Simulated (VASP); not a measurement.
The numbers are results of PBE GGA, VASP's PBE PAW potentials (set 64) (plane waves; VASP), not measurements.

VASP input:

**KPOINTS**
```
K-points
0
Gamma
 1 1 1
0 0 0
```

**INCAR**
```
! general
SYSTEM      =  MoC31Si31
PREC        =  Normal
ENCUT       =  400
LREAL       =  Auto
LASPH       =  .TRUE.
ISYM        =  0
NELECT      =  255.0

! electronic loop
EDIFF       =  1E-6
NELM        =  100
NELMIN      =  4
ALGO        =  Fast
LMAXMIX     =  4

! smearing
ISMEAR      =  0
SIGMA       =  0.05

! functional
GGA         =  PE

! spin
ISPIN       =  2
MAGMOM      =  63*0.0476
NUPDOWN     =  3

! output
LWAVE       =  .TRUE.
LCHARG      =  .FALSE.
LORBIT      =  11

! other
LHYPERFINE  =  .TRUE.
```

POSCAR:
```
MoC31Si31
8.7583310
  1.0000000497   0.0000000000   0.0000000000
  0.0000000000   1.0000000497   0.0000000000
  0.0000000000   0.0000000000   1.0000000497
Si C Mo
31 31 1
Cart
  0.4986502799   0.0015088713   0.0014733576
  0.7496759658   0.2504391252   0.0009000507
  0.7499939737   0.0008792379   0.2501263938
  0.9996640408   0.0010143053   0.0004445220
  0.2486369624   0.2479914006   0.9999674470
  0.4998683809   0.5014660045   0.9985215361
  0.7518400261   0.7513072019   0.9990511650
  0.2491152809   0.9997100667   0.2483520112
  0.4923351645   0.2450258026   0.2459313233
  0.7511723115   0.5089870349   0.2489704739
  0.4996086566   0.9982915293   0.5004492657
  0.7540272530   0.2452469296   0.5073772445
  0.7518487396   0.9997991677   0.7509543931
  0.9982873683   0.5023032783   0.0018549230
  0.2505750695   0.7494326065   0.9992753052
  0.9992061672   0.2504507662   0.2504414534
  0.2487558189   0.5016780432   0.2486603914
  0.4997763279   0.7510791153   0.2479930515
  0.9986882685   0.0015654499   0.5013984558
  0.2488729865   0.2472592582   0.5009542403
  0.7522518899   0.7511640041   0.5003837837
  0.2501298266   0.0008101667   0.7500463220
  0.4991217742   0.2472341112   0.7512687683
  0.7515285392   0.5016522479   0.7514918470
  0.0010439227   0.7512982022   0.2482767122
  0.0015987130   0.5014718750   0.5002286032
  0.2522289251   0.7484089334   0.5013103840
  0.0001115824   0.2479712377   0.7514293553
  0.2523214493   0.5010282239   0.7477522771
  0.4988331942   0.7484663186   0.7479545637
  0.0008310499   0.7494554646   0.7496266235
  0.6249481409   0.1271498803   0.1274008950
  0.8718074647   0.3763120524   0.1283252181
  0.8727795002   0.1272048359   0.3751027762
  0.1237234478   0.1255326614   0.1256805207
  0.3745378023   0.3768164117   0.1246441108
  0.6241496757   0.6265149485   0.1221332349
  0.8749227666   0.8763495554   0.1251486796
  0.3746591635   0.1225734542   0.3760753315
  0.8780537385   0.6265234460   0.3759639468
  0.6240727258   0.1227454058   0.6253023344
  0.8753571928   0.3768431751   0.6254894958
  0.8744401132   0.1255265137   0.8763757546
  0.1241759527   0.6259849811   0.1238603579
  0.3744447339   0.8759890896   0.1236144610
  0.1255636801   0.3745318241   0.3749869355
  0.3709893112   0.6315851544   0.3680939087
  0.6257927595   0.8750048672   0.3743996490
  0.1232876316   0.1243941840   0.6257402885
  0.3696820943   0.3660202453   0.6303054374
  0.6322173640   0.6318091608   0.6292709787
  0.8765931020   0.8760371179   0.6256684853
  0.3743943665   0.1243857580   0.8768894197
  0.6250936326   0.3745170054   0.8745313302
  0.8762521441   0.6260107178   0.8759753587
  0.1238643849   0.8768735738   0.3761814287
  0.1259998827   0.6248799274   0.6250594226
  0.3747703655   0.8752527510   0.6254151665
  0.1238287776   0.3761855990   0.8762291478
  0.3750671995   0.6248653557   0.8740882479
  0.6240133799   0.8769265899   0.8761876337
  0.1249328373   0.8755183785   0.8752328922
  0.5165463201   0.4833629216   0.4840354803
```

POTCAR, in this order: Si C Mo (PBE.64 set). Program: vasp_gam. Read from the step before: WAVECAR.

The resulting files:

**OSZICAR**
```
       N       E                     dE             d eps       ncg     rms          rms(c)
DAV:   1    -0.460499107195E+03   -0.46050E+03   -0.25438E-04   808   0.450E-02    0.565E-02
RMM:   2    -0.460499154837E+03   -0.47641E-04   -0.56735E-04   685   0.329E-02    0.914E-02
RMM:   3    -0.460499020676E+03    0.13416E-03   -0.12246E-04   686   0.235E-02    0.992E-03
RMM:   4    -0.460499020526E+03    0.14936E-06   -0.14118E-05   617   0.599E-03    0.394E-03
RMM:   5    -0.460499020682E+03   -0.15526E-06   -0.26027E-06   537   0.264E-03
   1 F= -.46049902E+03 E0= -.46049530E+03  d E =-.744046E-02  mag=     3.0000
```

**OUTCAR**
```
------------------------ aborting loop because EDIFF is reached ----------------------------------------
  FORCE on cell =-STRESS in cart. coord.  units (eV):
  Direction    XX          YY          ZZ          XY          YZ          ZX
  --------------------------------------------------------------------------------------
  Total        7.5104169      7.4042281      7.5785545      2.3177145     -2.2039827      1.4696872
  in kB       17.9106150     17.6573792     18.0731074      5.5272153     -5.2559913      3.5048656
  external PRESSURE =      17.8803672 kB  Pullay stress =       0.0000000 kB
  volume of cell :      671.84
      direct lattice vectors                 reciprocal lattice vectors
     8.758331436  0.000000000  0.000000000     0.114176999  0.000000000  0.000000000
     0.000000000  8.758331436  0.000000000     0.000000000  0.114176999  0.000000000
     0.000000000  0.000000000  8.758331436     0.000000000  0.000000000  0.114176999
 POSITION                                       TOTAL-FORCE (eV/Angst)
 -----------------------------------------------------------------------------------
      4.36734      0.01322      0.01290         0.011220      0.000834     -0.002398
      6.56591      2.19343      0.00788         0.001420     -0.007222      0.001937
      6.56870      0.00770      2.19069         0.000924     -0.013042      0.002297
      8.75539      0.00888      0.00389        -0.006487      0.011071      0.003675
      2.17764      2.17199      8.75805        -0.002311     -0.002746      0.002219
      4.37801      4.39201      8.74538        -0.004800      0.001363     -0.004333
      6.58486      6.58020      8.75002         0.000796      0.000757      0.004794
      2.18183      8.75579      2.17515         0.004317      0.000486     -0.000154
      4.31203      2.14602      2.15395        -0.002936     -0.014697     -0.003198
      6.57902      4.45788      2.18057        -0.014382     -0.003448      0.025175
      4.37574      8.74337      4.38310         0.001827     -0.011022      0.004179
      6.60402      2.14795      4.44378         0.013595     -0.019539      0.000366
      6.58494      8.75657      6.57711        -0.002070      0.000465     -0.006928
      8.74333      4.39934      0.01625        -0.009723     -0.006435      0.008290
      2.19462      6.56378      8.75198         0.003353     -0.002365      0.003594
      8.75138      2.19353      2.19345         0.003991     -0.004020     -0.002654
      2.17869      4.39386      2.17785        -0.006662      0.000547      0.008301
      4.37721      6.57820      2.17201        -0.000083      0.014889      0.007476
      8.74684      0.01371      4.39141         0.001618     -0.003453     -0.002681
      2.17971      2.16558      4.38752        -0.002595     -0.000065      0.001241
      6.58847      6.57894      4.38253        -0.005354      0.010385     -0.003900
      2.19072      0.00710      6.56915         0.001452     -0.002227     -0.007600
      4.37147      2.16536      6.57986        -0.001351      0.000458     -0.005160
      6.58214      4.39364      6.58181        -0.008193      0.006828     -0.004526
      0.00914      6.58012      2.17449        -0.003328     -0.003767      0.003297
      0.01400      4.39206      4.38117         0.002850      0.003918     -0.004108
      2.20910      6.55481      4.39064        -0.000928      0.007656      0.009651
      0.00098      2.17181      6.58127        -0.005707     -0.002425      0.001819
      2.20991      4.38817      6.54906         0.005309     -0.003035     -0.003312
      4.36895      6.55532      6.55083        -0.009380      0.005926     -0.002378
      0.00728      6.56398      6.56548        -0.000540      0.002569     -0.010341
      5.47350      1.11362      1.11582         0.014932     -0.004414     -0.012575
      7.63558      3.29587      1.12391        -0.010208     -0.016787      0.003348
      7.64409      1.11410      3.28527         0.003166     -0.006673     -0.006448
      1.08361      1.09946      1.10075         0.007373      0.004344     -0.004644
      3.28033      3.30028      1.09167        -0.004787      0.008061      0.002096
      5.46651      5.48723      1.06968         0.003301      0.001133     -0.005739
      7.66286      7.67536      1.09609         0.016837     -0.003406     -0.010791
      3.28139      1.07354      3.29379        -0.006604      0.006625      0.000639
      7.69029      5.48730      3.29282         0.002429      0.000357     -0.003428
      5.46584      1.07504      5.47660        -0.006383      0.005038      0.013777
      7.66667      3.30052      5.47824         0.000130      0.002664      0.003291
      7.65864      1.09940      7.67559         0.003923      0.010691     -0.004404
      1.08757      5.48258      1.08481        -0.001704     -0.004898      0.000648
      3.27951      7.67220      1.08266        -0.007235      0.001211     -0.006459
      1.09973      3.28027      3.28426         0.004734     -0.002250      0.000721
      3.24925      5.53163      3.22389        -0.001491     -0.001327     -0.006533
      5.48090      7.66358      3.27912         0.000489      0.000538     -0.004716
      1.07979      1.08949      5.48044        -0.010826      0.009707      0.002122
      3.23780      3.20573      5.52042         0.011858     -0.001147     -0.001665
      5.53717      5.53359      5.51136         0.004028     -0.000640      0.002030
      7.67749      7.67262      5.47981         0.003893      0.006479      0.010612
      3.27907      1.08941      7.68009        -0.005816      0.010726      0.008453
      5.47478      3.28014      7.65943         0.005072      0.000052      0.001452
      7.67451      5.48281      7.67208         0.001076     -0.010643      0.007989
      1.08485      7.67995      3.29472         0.001997      0.002226     -0.016272
      1.10355      5.47291      5.47448         0.003759     -0.008663     -0.002114
      3.28236      7.66575      5.47759        -0.005529     -0.000943      0.001042
      1.08453      3.29476      7.67430         0.003789     -0.002700     -0.003133
      3.28496      5.47278      7.65555         0.006363     -0.008111     -0.001013
      5.46532      7.68041      7.67394         0.003590      0.000947      0.003729
      1.09420      7.66808      7.66558        -0.011465      0.012943      0.012128
      4.52408      4.23345      4.23934         0.003470      0.020214     -0.008782
 -----------------------------------------------------------------------------------
    total drift:                               -0.038047      0.047446      0.036965
  FREE ENERGIE OF THE ION-ELECTRON SYSTEM (eV)
  ---------------------------------------------------
  free  energy   TOTEN  =      -460.4990206816 eV

  energy  without entropy=     -460.4915802247  energy(sigma->0) =     -460.49530045

 total charge

# of ion       s       p       d       tot
------------------------------------------
    1        0.700   0.968   0.000   1.667
    2        0.697   0.965   0.000   1.663
    3        0.698   0.968   0.000   1.666
    4        0.697   0.968   0.000   1.665
    5        0.700   0.959   0.000   1.659
    6        0.697   0.968   0.000   1.665
    7        0.700   0.964   0.000   1.664
    8        0.700   0.960   0.000   1.660
    9        0.721   0.920   0.000   1.641
   10        0.719   0.913   0.000   1.632
   11        0.697   0.971   0.000   1.667
   12        0.721   0.920   0.000   1.641
   13        0.700   0.960   0.000   1.660
   14        0.700   0.962   0.000   1.662
   15        0.697   0.965   0.000   1.661
   16        0.697   0.966   0.000   1.663
   17        0.697   0.966   0.000   1.664
   18        0.697   0.966   0.000   1.663
   19        0.699   0.968   0.000   1.668
   20        0.697   0.968   0.000   1.665
   21        0.697   0.966   0.000   1.663
...
```
(Selected blocks of OUTCAR.)

At this cut-off the stress carries a Pulay error, which pulls relaxed volumes low. The cell is charged, with a uniform compensating background.  The supercell is sampled at Γ alone, which is coarse: total energies, pressure and levels can be off, energies of defects by several tenths of an eV.

The cell is a supercell with a defect, built from SiC (zinc blende): Mo_Si-vac_C, charge -1.
